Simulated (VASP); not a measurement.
The system is Sn2HBr3.

```
Sn H Br
1.0
     4.20245    0.00000    0.00000
     0.00000    4.20245    0.00000
     0.00000    0.00000    9.25808
Sn H Br
2 1 3
Direct
  0.00000 0.50000 0.73761
  0.50000 0.00000 0.26239
  0.00000 0.00000 0.00000
  0.50000 0.50000 0.00000
  0.00000 0.50000 0.37863
  0.50000 0.00000 0.62137
```

The cell was built by a generator and needn't be a form met in nature.

* Program: VASP 6.6.1
* Task: relaxation of cell and atoms
* Functional: PBE
* Potentials or basis: VASP PAW PBE potentials, release 64 (Sn_d, H, Br)
* Cutoff: 520 eV
* k mesh: 3 × 3 × 2
* Occupations: gaussian, width 0.15 eV
* Spin: no spin polarisation

At the start: pressure -1.4 GPa; volume 27.25 Å³/atom.

Question: How do energy, volume and symmetry change on relaxing?

Answer: Over 14 steps the energy falls by 167.3 meV/atom and the volume is 26.23 Å³/atom (-3.7 %); space group P-4m2 (No. 115, to 0.05 Å).

Step by step:
| step | energy change (eV) | largest force (eV/Å) | pressure (GPa) | volume (Å³) |
| --- | --- | --- | --- | --- |
| 1 | 0.0000 | 1.2525 | -1.44 | 163.50 |
| 2 | -0.4370 | 1.2101 | -0.62 | 157.58 |
| 3 | -0.8044 | 0.6948 | 2.39 | 147.25 |
| 4 | -0.9621 | 0.2700 | 0.36 | 155.54 |
| 5 | -0.9739 | 0.2390 | -0.32 | 157.91 |
| 6 | -0.9744 | 0.2323 | -0.15 | 158.12 |
| 7 | -0.9750 | 0.2256 | -0.32 | 158.56 |
| 8 | -0.9852 | 0.1883 | 0.05 | 157.48 |
| 9 | -0.9896 | 0.1621 | 0.16 | 156.78 |
| 10 | -0.9928 | 0.1086 | 0.66 | 155.38 |
| 11 | -0.9969 | 0.0922 | 0.38 | 155.74 |
| 12 | -1.0026 | 0.0955 | 0.30 | 156.59 |
| 13 | -1.0010 | 0.0832 | 0.05 | 158.29 |
| 14 | -1.0037 | 0.0518 | 0.10 | 157.38 |

Final structure:
```yaml
crystal:
  lattice:
    - [4.40749, 0.00000, 0.00000]
    - [0.00000, 4.40749, 0.00000]
    - [0.00000, 0.00000, 8.10144]
  atoms:
    - { symbol: Sn, position: [0.00000, 0.50000, 0.77382] }
    - { symbol: Sn, position: [0.50000, 0.00000, 0.22618] }
    - { symbol: H, position: [0.00000, 0.00000, 0.00000] }
    - { symbol: Br, position: [0.50000, 0.50000, 0.00000] }
    - { symbol: Br, position: [0.00000, 0.50000, 0.35746] }
    - { symbol: Br, position: [0.50000, 0.00000, 0.64254] }
```

Caveat: the k mesh is coarse (spacing up to 0.50 Å⁻¹), so the values aren't converged.
